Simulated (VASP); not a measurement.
VASP ran on this input.

**POSCAR**
```
CoAl
1
    2.8600000000     0.0000000000     0.0000000000
    0.0000000000     2.8600000000     0.0000000000
    0.0000000000     0.0000000000     2.8600000000
Al Co
1 1
Direct
  0.5000000000   0.5000000000   0.5000000000
  0.0000000000   0.0000000000   0.0000000000
```

File KPOINTS:
```
Automatic mesh
0
Gamma
8 8 8
0 0 0
```

INCAR:
```
ALGO = Normal
EDIFF = 1E-6
ENCUT = 300
GGA = PS
ISIF = 2
ISMEAR = -1
LASPH = .True.
LCHARG = .False.
LMAXMIX = 4
LREAL = .False.
LWAVE = .False.
NELM = 100
PREC = Accurate
SIGMA = 0.1
SYSTEM = CoAl
```

POTCAR, in this order: Al Co (PBE.64 set). Program: vasp_std.

Problem. Write an equivalent input for Ansatz.

Solution. One equivalent input (not run):
Ansatz 0.2 input:
```yaml
crystal:
  lattice:
    - [2.8600000, 0.0000000, 0.0000000]
    - [0.0000000, 2.8600000, 0.0000000]
    - [0.0000000, 0.0000000, 2.8600000]
  atoms:
    - { symbol: Al, position: [0.5000000, 0.5000000, 0.5000000] }
    - { symbol: Co, position: [0.0000000, 0.0000000, 0.0000000] }
kpoints:
  mp_grid: { grid: [8, 8, 8] }
hamiltonian:
  xc: pbesol
  pseudopotentials: { kind: paw }
scf:
  occupations: { method: fermi_dirac, width: 0.1 }
  max_iter: 100
output: { forces: true, stress: true, eigenvalues: true }
```
The two are equivalent in intent, not identical: each code has its own PAW files, so the cut-off isn't converted (ENCUT is set for VASP's; basis.ecutwfc is left out, and Ansatz then takes the one that its files recommend); Ansatz stops its SCF on the density residual and VASP on the energy change (EDIFF).

The structure is a typed CoAl crystal (Pm-3m). The cell was not relaxed at this level.
